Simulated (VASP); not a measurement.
Given:

```
Nb3Sn
1.0
    5.22001     0.00000     0.00000
    0.00000     5.22001     0.00000
    0.00000     0.00000     5.22001
Nb Sn
6 2
Direct
  0.25000   0.00000   0.50000
  0.50000   0.25000   0.00000
  0.50000   0.75000   0.00000
  0.75000   0.00000   0.50000
  0.00000   0.50000   0.75000
  0.00000   0.50000   0.25000
  0.50000   0.50000   0.50000
  0.00000   0.00000   0.00000
```

Method: LDA (Ceperley-Alder, Perdew-Zunger), VASP's LDA PAW potentials (set 64) (plane waves; VASP). Run with 500 eV cut-off, 6×6×6 Γ-centred mesh, first-order Methfessel-Paxton smearing of 0.10 eV, potentials Nb_sv Sn_d.

Energy and stress use the plane-wave basis of the starting cell.

### Question
The ions, cell shape and volume at an external pressure of 5.0 GPa are relaxed. Give the cell that the relaxation ends in.

### Answer

```
Nb3Sn
1.0
    5.17671     0.00000     0.00000
    0.00000     5.17671     0.00000
    0.00000     0.00000     5.17671
Nb Sn
6 2
Cartesian
  1.29418   0.00000   2.58836
  2.58836   1.29418   0.00000
  2.58836   3.88253   0.00000
  3.88253   0.00000   2.58836
  0.00000   2.58836   3.88253
  0.00000   2.58836   1.29418
  2.58836   2.58836   2.58836
  0.00000   0.00000   0.00000
```
Space group Pm-3n (223), at a tolerance of 0.03 Å.

### Question
How do energy and volume change from the first to the last step?

### Answer
The energy (σ→0) changes by +6.5 meV/atom and the volume by -2.5 %, in 3 ionic steps.

The compound is Nb3Sn in the A15 structure. This run relaxes it under an external pressure of 5 GPa. Symmetry was kept, so distortions that lower it aren't found.
